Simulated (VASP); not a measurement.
OSZICAR of a VASP run on Zn (hcp):

OSZICAR:
```
       N       E                     dE             d eps       ncg     rms          rms(c)
DAV:   1     0.963076239412E+02    0.96308E+02   -0.12878E+04  5384   0.238E+03
DAV:   2     0.259188189518E+00   -0.96048E+02   -0.94920E+02  5408   0.304E+02
DAV:   3    -0.241405484034E+01   -0.26732E+01   -0.26695E+01  6520   0.619E+01
DAV:   4    -0.242193951517E+01   -0.78847E-02   -0.78861E-02  6272   0.341E+00
DAV:   5    -0.242195144354E+01   -0.11928E-04   -0.11935E-04  6488   0.109E-01    0.403E+00
DAV:   6    -0.222451220533E+01    0.19744E+00   -0.98205E-01  5448   0.221E+01    0.303E+00
DAV:   7    -0.221564324918E+01    0.88690E-02   -0.29509E-02  6712   0.320E+00    0.156E+00
DAV:   8    -0.221130308113E+01    0.43402E-02   -0.18323E-03  7080   0.733E-01    0.467E-02
DAV:   9    -0.221131660682E+01   -0.13526E-04   -0.26618E-04  7560   0.249E-01    0.337E-02
DAV:  10    -0.221131714862E+01   -0.54179E-06   -0.25566E-05  5872   0.711E-02    0.284E-03
DAV:  11    -0.221131683467E+01    0.31394E-06   -0.14328E-07  5672   0.486E-03    0.172E-03
DAV:  12    -0.221131630177E+01    0.53290E-06   -0.28824E-08  3416   0.342E-03    0.983E-05
DAV:  13    -0.221131628710E+01    0.14677E-07   -0.80141E-09  3168   0.934E-04
   1 F= -.22113163E+01 E0= -.22113163E+01  d E =0.000000E+00
```

Which electronic solver shows in the log?

It is blocked Davidson (ALGO = Normal, or the opening steps of other solvers). The INCAR had ALGO = Normal.

Can the final energy be trusted as converged?

The run converged. It stopped with EDIFF = 1E-7, NELM = 100 (PBE GGA, plane waves, VASP's PBE PAW potentials (set 64)).

The compound is Zn in the hcp structure. It was relaxed first.
